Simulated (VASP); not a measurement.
The system is TePb.

```
CELL_PARAMETERS angstrom
0.00000 3.23100 3.23100
3.23100 0.00000 3.23100
3.23100 3.23100 0.00000
ATOMIC_POSITIONS crystal
Te 0.50000 0.50000 0.50000
Pb 0.00000 0.00000 0.00000
```

| Property | Result |
| --- | --- |
| Program | VASP 6.6.1 |
| Task | relaxation of cell and atoms |
| Functional | r2SCAN |
| Potentials or basis | VASP PAW PBE potentials, release 64 (Te, Pb_d) |
| Cutoff | 600 eV |
| k mesh | 10 × 10 × 10 |
| Occupations | gaussian, width 0.03 eV |
| Spin | no spin polarisation |

At the start: pressure 1.5 GPa; volume 33.73 Å³/atom.

Problem. Where does the relaxation end?

Solution. Over 3 steps the energy falls by 5.4 meV/atom and the volume is 34.88 Å³/atom (+3.4 %); space group Fm-3m (No. 225, to 0.05 Å).

Step by step:
```tsv
step	energy change (eV)	largest force (eV/Å)	pressure (GPa)	volume (Å³)
1	0.0000	0.0000	1.54	67.46
2	-0.0093	0.0000	-0.53	70.67
3	-0.0108	0.0000	0.01	69.77
```

Final structure:
```yaml
crystal:
  lattice:
    - [0.00000, 3.26745, 3.26745]
    - [3.26745, 0.00000, 3.26745]
    - [3.26745, 3.26745, 0.00000]
  atoms:
    - { symbol: Te, position: [0.50000, 0.50000, 0.50000] }
    - { symbol: Pb, position: [0.00000, 0.00000, 0.00000] }
```

Caveat: the PAW data sets were made with another functional, which shifts forces and pressure a little.
